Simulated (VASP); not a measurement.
**BaTiO3: the band gap up a ladder of functionals**

Aim: the band gap of BaTiO3 at many levels of theory on one cell, with the cost of each. The levels: LDA, PBEsol, PBE, r2SCAN, TB-mBJ, AM05, HSE06, HSEsol, r2SCAN-EpsX, PBE + SOC and TB-mBJ + SOC. The start is a cell from a database of measured crystal structures.

Method: LDA; plane waves and PAW (Ba_sv, Ti_sv, O), in the first sound run; inputs show where later runs differ, in VASP 6.6.1.

## Step 1: Starting point

The structure is cubic, space group Pm-3m (No. 221). Conventional cell: a = 4.006 Å, b = 4.006 Å, c = 4.006 Å, α = 90.00°, β = 90.00°, γ = 90.00°. Nearest to Ba lie 12 O at 2.83 Å. Nearest to Ti lie 6 O at 2.00 Å. O has 2 Ti at 2.00 Å and 4 Ba at 2.83 Å nearest. Farther neighbours and most contacts between anions are not listed.

## Step 2: Bands with LDA, k 4×4×4

The mesh alone shows little of the dispersion and can miss band extrema, so KPOINTS_OPT adds a path through the symmetry points after the self-consistent cycle. LDA, the lowest rung, knows the local density alone.

INCAR reads:

```
SYSTEM = BaTiO3
PREC = Accurate
ENCUT = 520
EDIFF = 1E-06
NELM = 100
ISMEAR = 0
SIGMA = 0.02
LREAL = .FALSE.
ALGO = Normal
GGA = CA
NBANDS = 35
LASPH = .TRUE.
LORBIT = 11
LWAVE = .FALSE.
LCHARG = .FALSE.
KPAR = 8
```

POSCAR reads:

```
BaTiO3
1.0
    4.0060000000      0.0000000000      0.0000000000
    0.0000000000      4.0060000000      0.0000000000
    0.0000000000      0.0000000000      4.0060000000
Ba Ti O
1 1 3
Direct
    0.5000000000      0.5000000000      0.5000000000
    0.0000000000      0.0000000000      0.0000000000
    0.5000000000      0.0000000000      0.0000000000
    0.0000000000      0.5000000000      0.0000000000
    0.0000000000      0.0000000000      0.5000000000
```

KPOINTS reads:

```
Automatic mesh
0
Gamma
4 4 4
0 0 0
```

KPOINTS_OPT reads:

```
Line mode
16
Line-mode
Reciprocal
  0.00000000   0.00000000   0.00000000 GAMMA
  0.00000000   0.50000000   0.00000000 X

  0.00000000   0.50000000   0.00000000 X
  0.50000000   0.50000000   0.00000000 M

  0.50000000   0.50000000   0.00000000 M
  0.00000000   0.00000000   0.00000000 GAMMA

  0.00000000   0.00000000   0.00000000 GAMMA
  0.50000000   0.50000000   0.50000000 R

  0.50000000   0.50000000   0.50000000 R
  0.00000000   0.50000000   0.00000000 X

  0.50000000   0.50000000   0.00000000 M
  0.50000000   0.50000000   0.50000000 R
```

PAW data sets: Ba_sv, Ti_sv and O (PBE family, release 64).

Run with:

```
$ mpirun -np 8 vasp_std
```

Numbers of over 12 decimals in the logs are rounded to 6 here.

Log:

```text
[banner, memory and clock lines left out]
running    8 mpi-ranks, on    1 nodes
 distrk:  each k-point on    1 cores,    8 groups
 distr:  one band on    1 cores,    1 groups

 POSCAR found type information on POSCAR BaTiO
 POSCAR found :  3 types and       5 ions
|                                                                             |
|           W    W    AA    RRRRR   N    N  II  N    N   GGGG   !!!           |
|           W    W   A  A   R    R  NN   N  II  NN   N  G    G  !!!           |
|           W    W  A    A  R    R  N N  N  II  N N  N  G       !!!           |
|           W WW W  AAAAAA  RRRRR   N  N N  II  N  N N  G  GGG   !            |
|           WW  WW  A    A  R   R   N   NN  II  N   NN  G    G                |
|           W    W  A    A  R    R  N    N  II  N    N   GGGG   !!!           |
|                                                                             |
|     For optimal performance we recommend to set                             |
|       NCORE = 2 up to number-of-cores-per-socket                            |
|     NCORE specifies how many cores store one orbital (NPAR=cpu/NCORE).      |
|     This setting can greatly improve the performance of VASP for DFT.       |
|     The default, NCORE=1 might be grossly inefficient on modern             |
|     multi-core architectures or massively parallel machines. Do your        |
|     Unfortunately you need to use the default for GW and RPA                |
|     calculations (for HF NCORE is supported but not extensively tested      |
|     yet).                                                                   |
|                                                                             |

|                                                                             |
|               ----> ADVICE to this user running VASP <----                  |
|                                                                             |
|     You enforced a specific xc type in the INCAR file but a different       |
|     [... a line on the potential file left out ...]
|     I HOPE YOU KNOW WHAT YOU ARE DOING!                                     |
|                                                                             |

 LDA part: xc-table for (Slater(with rela. corr.)+CA(PZ))
 , standard interpolation
 POSCAR, INCAR and KPOINTS ok, starting setup
 FFT: planning ... GRIDC
 FFT: planning ... GRID_SOFT
 FFT: planning ... GRID
 WAVECAR not read
 entering main loop
       N       E                     dE             d eps       ncg     rms          rms(c)
DAV:   1     0.387331235976E+03    0.38733E+03   -0.19227E+04   700   0.121E+03
DAV:   2    -0.147334811312E+02   -0.40206E+03   -0.37216E+03   773   0.346E+02
DAV:   3    -0.529869364446E+02   -0.38253E+02   -0.37569E+02   862   0.111E+02
DAV:   4    -0.546989374701E+02   -0.17120E+01   -0.17057E+01  1021   0.205E+01
DAV:   5    -0.547192023711E+02   -0.20265E-01   -0.20242E-01   861   0.220E+00    0.226E+01
DAV:   6    -0.449583017933E+02    0.97609E+01   -0.29540E+01   867   0.517E+01    0.102E+01
DAV:   7    -0.444627265857E+02    0.49558E+00   -0.57536E+00   819   0.179E+01    0.686E+00
DAV:   8    -0.442638770446E+02    0.19885E+00   -0.98786E-01   836   0.833E+00    0.235E+00
DAV:   9    -0.442937402948E+02   -0.29863E-01   -0.16775E-01   893   0.227E+00    0.203E+00
DAV:  10    -0.442434258729E+02    0.50314E-01   -0.23947E-01   760   0.429E+00    0.433E-01
DAV:  11    -0.442398365339E+02    0.35893E-02   -0.21068E-02   803   0.136E+00    0.226E-01
DAV:  12    -0.442395195763E+02    0.31696E-03   -0.21142E-03   871   0.378E-01    0.409E-02
DAV:  13    -0.442394999950E+02    0.19581E-04   -0.13088E-04   841   0.950E-02    0.130E-02
DAV:  14    -0.442395011361E+02   -0.11410E-05   -0.80216E-06   868   0.192E-02    0.864E-03
DAV:  15    -0.442394997938E+02    0.13423E-05   -0.34364E-06   706   0.157E-02    0.236E-03
DAV:  16    -0.442394998081E+02   -0.14313E-07   -0.22680E-07   442   0.259E-03
   1 F= -.44239500E+02 E0= -.44239500E+02  d E =-.461526E-91
 Start KPOINTS_OPT (optional k-point list driver)
k-point batch [1-10\96]
       N       E                     dE             ncg
DAV:   1     0.362968596498E+02   -0.18020E+04      700
DAV:   2    -0.363937913050E+04   -0.36757E+04      767
DAV:   3    -0.398446261303E+04   -0.34508E+03      871
DAV:   4    -0.399610011646E+04   -0.11638E+02     1008
DAV:   5    -0.399634567956E+04   -0.24556E+00      816
DAV:   6    -0.399634999415E+04   -0.43146E-02      886
DAV:   7    -0.399635011341E+04   -0.11926E-03      853
DAV:   8    -0.399635011734E+04   -0.39292E-05      774
DAV:   9    -0.399635011748E+04   -0.14353E-06      621
[...]
k-point batch [91-96\96]
       N       E                     dE             ncg
DAV:   1     0.558386434059E+04   -0.90089E+04      420
DAV:   2     0.333644570617E+04   -0.22474E+04      436
DAV:   3     0.311801480101E+04   -0.21843E+03      566
DAV:   4     0.311009041813E+04   -0.79244E+01      600
DAV:   5     0.310993793033E+04   -0.15249E+00      488
DAV:   6     0.310993391930E+04   -0.40110E-02      546
DAV:   7     0.310993381552E+04   -0.10378E-03      544
DAV:   8     0.310993381364E+04   -0.18759E-05      426
DAV:   9     0.310993381356E+04   -0.76262E-07      376
```

Wall time 33 s (8 MPI ranks of AMD EPYC 7R43, shared host); peak memory 1.3 GiB; 4.2 min of CPU time.

The logs omit lines about the potential files and the build; timing stands in the text.

From OUTCAR (step 2):

```text
ion  position               nearest neighbor table
   1  0.500  0.500  0.500-   3 2.83   4 2.83   5 2.83   3 2.83   4 2.83   3 2.83   5 2.83   3 2.83
                             4 2.83   5 2.83   4 2.83   5 2.83   2 3.47   2 3.47   2 3.47   2 3.47
   2  0.000  0.000  0.000-   3 2.00   4 2.00   5 2.00   5 2.00   4 2.00   3 2.00   1 3.47   1 3.47
                             1 3.47   1 3.47   1 3.47   1 3.47   1 3.47   1 3.47
   3  0.500  0.000  0.000-   2 2.00   2 2.00   1 2.83   1 2.83   1 2.83   1 2.83
   4  0.000  0.500  0.000-   2 2.00   2 2.00   1 2.83   1 2.83   1 2.83   1 2.83
   5  0.000  0.000  0.500-   2 2.00   2 2.00   1 2.83   1 2.83   1 2.83   1 2.83

  LATTYP: Found a simple cubic cell.
 ALAT       =     4.0060000000

 Subroutine GETGRP returns: Found 48 space group operations
 (whereof 48 operations were pure point group operations)

The static configuration has the point symmetry O_h .

 Found     10 irreducible k-points:

   k-points           NKPTS =     10   k-points in BZ     NKDIM =     10   number of bands    NBANDS=     35

   dimension x,y,z NGX =    30 NGY =   30 NGZ =   30
   dimension x,y,z NGXF=    60 NGYF=   60 NGZF=   60

   ENCUT  =  520.0 eV  38.22 Ry    6.18 a.u.   7.45  7.45  7.45*2*pi/ulx,y,z

   NELECT =      40.0000    total number of electrons

 k-points in reciprocal lattice and weights: Automatic mesh
   0.00000000  0.00000000  0.00000000       0.016
   0.25000000  0.00000000  0.00000000       0.094
   0.50000000  0.00000000  0.00000000       0.047
   0.25000000  0.25000000  0.00000000       0.188
   0.50000000  0.25000000  0.00000000       0.188
   0.50000000  0.50000000  0.00000000       0.047
   0.25000000  0.25000000  0.25000000       0.125
   0.50000000  0.25000000  0.25000000       0.188
   0.50000000  0.50000000  0.25000000       0.094
   0.50000000  0.50000000  0.50000000       0.016

 average (electrostatic) potential at core
       1 -32.8653       2 -76.6905       3 -69.6084       4 -69.6084       5 -69.6084

 E-fermi :   3.7382

 k-point     1 :       0.0000    0.0000    0.0000
  band No.  band energies     occupation
    ...
     16       2.3459      2.00000
     17       2.3459      2.00000
     18       3.3115      2.00000
     19       3.3115      2.00000
     20       3.3115      2.00000
     21       5.0825      0.00000
     22       5.0825      0.00000
     23       5.0825      0.00000
     24       7.3496      0.00000
     25       7.3496      0.00000
    ...

 k-point     2 :       0.2500    0.0000    0.0000
  band No.  band energies     occupation
    ...
     16       1.8359      2.00000
     17       1.8725      2.00000
     18       2.1985      2.00000
     19       2.9743      2.00000
     20       2.9743      2.00000
     21       5.1620      0.00000
     22       6.0787      0.00000
     23       6.0787      0.00000
     24       7.3548      0.00000
     25       8.5577      0.00000
    ...

 k-point     3 :       0.5000    0.0000    0.0000
  band No.  band energies     occupation
    ...
     16       1.4818      2.00000
     17       1.5940      2.00000
     18       1.5940      2.00000
     19       2.7309      2.00000
     20       2.7309      2.00000
     21       5.2454      0.00000
     22       6.8750      0.00000
     23       6.8750      0.00000
     24       7.3584      0.00000
     25       9.3640      0.00000
    ...

  Total       -2.8781889     -2.8781889     -2.8781889      0.0000000      0.0000000     -0.0000000
  in kB      -71.7293748    -71.7293748    -71.7293748      0.0000000      0.0000000     -0.0000000
  external PRESSURE =     -71.7293748 kB  Pullay stress =       0.0000000 kB

  energy-cutoff  :      520.00
  volume of cell :       64.29
      direct lattice vectors                 reciprocal lattice vectors
     4.006000000  0.000000000  0.000000000     0.249625562  0.000000000  0.000000000
     0.000000000  4.006000000  0.000000000     0.000000000  0.249625562  0.000000000
     0.000000000  0.000000000  4.006000000     0.000000000  0.000000000  0.249625562

 POSITION                                       TOTAL-FORCE (eV/Angst)
 -----------------------------------------------------------------------------------
      2.00300      2.00300      2.00300         0.000000      0.000000      0.000000
      0.00000      0.00000      0.00000         0.000000      0.000000      0.000000
      2.00300      0.00000      0.00000         0.000000      0.000000      0.000000
      0.00000      2.00300      0.00000         0.000000      0.000000      0.000000
      0.00000      0.00000      2.00300         0.000000      0.000000      0.000000
 -----------------------------------------------------------------------------------
    total drift:                               -0.000000     -0.000000      0.000000

  FREE ENERGIE OF THE ION-ELECTRON SYSTEM (eV)
  ---------------------------------------------------
  free  energy   TOTEN  =       -44.2394998081 eV

  energy  without entropy=      -44.2394998081  energy(sigma->0) =      -44.23949981

 total charge
# of ion       s       p       d       tot
------------------------------------------
    1        2.001   5.619   0.336   7.956
    2        2.212   6.277   1.719  10.208
    3        1.550   3.439   0.000   4.989
    4        1.550   3.439   0.000   4.989
    5        1.550   3.439   0.000   4.989
--------------------------------------------------
tot          8.862  22.213   2.055  33.131

[... 3 further parts left out ...]
```

Harder data sets than Ba_sv exist (the GW ones), and pressures, volumes and forces can shift noticeably with them. The PAW data sets were made with PBE, though LDA sets exist; this is a small mismatch. At this level the cell is under a tension of 7.2 GPa, so at these settings it is away from equilibrium.

This step gave:

```
SCF cycles                        : 16
electrons                         : 40
bands                             : 35
irreducible k-points              : 10
symmetry operations               : 48
free energy (TOTEN)               : -44.24 eV
Fermi energy                      : 3.738 eV
pressure                          : -7.173 GPa
metallic                          : no
least gap on mesh and path        : 1.629 eV
least direct gap on mesh and path : 1.771 eV
valence top at k                  : 0.5, 0.5, 0.5
conduction bottom at k            : 0, 0, 0
least direct gap at k             : 0, 0, 0
```

Electronic bands along the path, in eV, zero at the valence-band top; v1 is the highest filled band, c1 the lowest empty one:

```
          point     v4     v3     v2     v1    c1    c2    c3    c4
              Γ  -1.11  -0.14  -0.14  -0.14  1.63  1.63  1.63  3.90
0.47 of the way  -1.54  -1.16  -0.45  -0.45  1.70  2.53  2.53  3.90
              X  -1.86  -1.86  -0.72  -0.72  1.79  3.42  3.42  3.90
0.53 of the way  -1.36  -1.35  -1.12  -0.45  2.76  3.42  3.56  4.60
              M  -1.74  -0.87  -0.87  -0.09  3.43  3.43  3.83  4.75
0.47 of the way  -1.54  -1.05  -1.01  -0.47  2.67  2.81  3.06  4.50
              Γ  -1.11  -0.14  -0.14  -0.14  1.63  1.63  1.63  3.90
0.47 of the way  -2.35  -0.73  -0.73  -0.64  2.95  2.97  2.97  5.70
              R  -2.41   0.00   0.00   0.00  4.10  4.10  4.10  6.64
0.47 of the way  -2.27  -0.86  -0.57  -0.43  3.30  3.67  3.68  6.01
              X  -1.86  -1.86  -0.72  -0.72  1.79  3.42  3.42  3.90
      jump to M  -1.74  -0.87  -0.87  -0.09  3.43  3.43  3.83  4.75
0.47 of the way  -2.53  -0.57  -0.57  -0.05  3.70  3.70  3.95  6.04
              R  -2.41   0.00   0.00   0.00  4.10  4.10  4.10  6.64
```

Of the projections kept (Ba, Ti, O), the largest for each band there; the rest of the weight can lie on other orbitals:

```
point      v4      v3      v2      v1       c1       c2       c3       c4
    Γ  O 1.00  O 0.94  O 0.94  O 0.94  Ti 0.97  Ti 0.97  Ti 0.97  Ti 0.95
    X  O 0.69  O 0.69  O 0.93  O 0.93  Ti 1.00  Ti 0.80  Ti 0.80  Ti 0.95
    M  O 0.86  O 0.88  O 0.88  O 0.97  Ti 0.82  Ti 0.82  Ti 0.86  Ti 0.88
    Γ  O 1.00  O 0.94  O 0.94  O 0.94  Ti 0.97  Ti 0.97  Ti 0.97  Ti 0.95
    R  O 0.56  O 1.00  O 1.00  O 1.00  Ti 0.81  Ti 0.81  Ti 0.81  Ba 0.83
    X  O 0.69  O 0.69  O 0.93  O 0.93  Ti 1.00  Ti 0.80  Ti 0.80  Ti 0.95
```

The gap is 1.63 eV, indirect, from R to Γ.

(Part 1 of 7 ends here.)

[Lines on the potential files, build, host, timing and source positions are cut from VASP's logs without a mark.]

[Logs are printed without paths, hosts, clocks, repeated set-up lines and the standing remarks that a program may print on its own settings, such as how far it seeks lower states.]

[Hosts, paths, dates, database ids (printed as entryN), source tags and the programs' standing remarks are cut or masked in the printed files.]

[A measured line is paired with the nearest computed mode of its activity, which favours agreement.]
